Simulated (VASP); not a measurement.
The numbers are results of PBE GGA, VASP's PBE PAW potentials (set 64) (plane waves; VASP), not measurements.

The input files of a VASP run:

KPOINTS:
```
Automatic mesh
0
Gamma
11 11 11
0 0 0
```

**INCAR**
```
# general
SYSTEM  = RuAl
PREC    = Accurate
ENCUT   = 400
LREAL   = F
LASPH   = T

# electronic loop
EDIFF   = 1E-6
NELM    = 100
ALGO    = Normal
IMIX    = 4
AMIX    = 0.05
BMIX    = 0.0001
LMAXMIX = 4

# smearing
ISMEAR  = 1
SIGMA   = 0.1

# functional
GGA     = PE

# ions
ISIF    = 2

# output
LWAVE   = F
LCHARG  = F
```

### POSCAR
```
RuAl
1
    2.9774450000     0.0000000000     0.0000000000
    0.0000000000     3.0132180000     0.0000000000
    0.0000000000     0.0000000000     3.0479160000
Al Ru
1 1
Direct
  0.5000000000   0.5000000000   0.5000000000
  0.0254500000   0.0000000000   0.0000000000
```

POTCAR, in this order: Al Ru_pv (PBE.64 set). Program: vasp_std.

Output of the run:

OSZICAR:
```
       N       E                     dE             d eps       ncg     rms          rms(c)
DAV:   1     0.882982338675E+02    0.88298E+02   -0.81617E+03  5328   0.108E+03
DAV:   2    -0.131486266467E+02   -0.10145E+03   -0.97394E+02  5744   0.307E+02
DAV:   3    -0.148721195390E+02   -0.17235E+01   -0.16955E+01  6068   0.410E+01
DAV:   4    -0.148889027682E+02   -0.16783E-01   -0.16778E-01  6224   0.408E+00
DAV:   5    -0.148892965659E+02   -0.39380E-03   -0.39379E-03  6296   0.532E-01    0.117E+01
DAV:   6    -0.146698311657E+02    0.21947E+00   -0.83329E-02  5640   0.320E+00    0.992E+00
DAV:   7    -0.142669052577E+02    0.40293E+00   -0.16169E+00  5448   0.142E+01    0.327E+00
DAV:   8    -0.142665269694E+02    0.37829E-03   -0.18821E-02  5612   0.143E+00    0.330E+00
DAV:   9    -0.142657500055E+02    0.77696E-03   -0.13508E-04  6860   0.114E-01    0.326E+00
DAV:  10    -0.142260892642E+02    0.39661E-01   -0.53223E-02  5492   0.154E+00    0.137E+00
DAV:  11    -0.142255236781E+02    0.56559E-03   -0.14388E-02  5872   0.134E+00    0.172E+00
DAV:  12    -0.142249311411E+02    0.59254E-03   -0.28086E-04  5656   0.171E-01    0.137E+00
DAV:  13    -0.142239389023E+02    0.99224E-03   -0.69546E-03  5428   0.945E-01    0.119E+00
DAV:  14    -0.142238080427E+02    0.13086E-03   -0.17254E-04  5796   0.165E-01    0.912E-01
DAV:  15    -0.142236362317E+02    0.17181E-03   -0.26210E-04  5552   0.170E-01    0.347E-01
DAV:  16    -0.142236330242E+02    0.32075E-05   -0.78303E-06  6140   0.322E-02    0.315E-01
DAV:  17    -0.142236230219E+02    0.10002E-04   -0.59546E-06  5532   0.237E-02    0.186E-01
DAV:  18    -0.142236170018E+02    0.60201E-05   -0.18732E-05  5560   0.421E-02    0.448E-02
DAV:  19    -0.142236170377E+02   -0.35911E-07   -0.24522E-07  2860   0.523E-03
   1 F= -.14223617E+02 E0= -.14223345E+02  d E =-.815691E-03
```

**OUTCAR**
```
------------------------ aborting loop because EDIFF is reached ----------------------------------------
  FORCE on cell =-STRESS in cart. coord.  units (eV):
  Direction    XX          YY          ZZ          XY          YZ          ZX
  --------------------------------------------------------------------------------------
  Total       -0.0592741     -0.2921633     -0.5774539      0.0000000      0.0000000      0.0000000
  in kB       -3.4729501    -17.1182361    -33.8337837      0.0000000      0.0000000      0.0000000
  external PRESSURE =     -18.1416566 kB  Pullay stress =       0.0000000 kB
  volume of cell :       27.34
      direct lattice vectors                 reciprocal lattice vectors
     2.977445000  0.000000000  0.000000000     0.335858429  0.000000000  0.000000000
     0.000000000  3.013218000  0.000000000     0.000000000  0.331871109  0.000000000
     0.000000000  0.000000000  3.047916000     0.000000000  0.000000000  0.328093031
 POSITION                                       TOTAL-FORCE (eV/Angst)
 -----------------------------------------------------------------------------------
      1.48872      1.50661      1.52396         0.536566      0.000000      0.000000
      0.07578      0.00000      0.00000        -0.536566      0.000000      0.000000
 -----------------------------------------------------------------------------------
    total drift:                                0.000205      0.000000      0.000000
  FREE ENERGIE OF THE ION-ELECTRON SYSTEM (eV)
  ---------------------------------------------------
  free  energy   TOTEN  =       -14.2236170377 eV

  energy  without entropy=      -14.2228013467  energy(sigma->0) =      -14.22334514
```
(Selected blocks of OUTCAR.)

The compound is RuAl in the CsCl type structure. The cell was not relaxed at this level, atoms are displaced from their ideal sites. The run is one of a series of settings (AMIX = 0.05, BMIX = 0.0001, IMIX = 4 against the base run), some of them coarse on purpose. The electron count is odd and the run is not spin-polarised, which forces a metal.
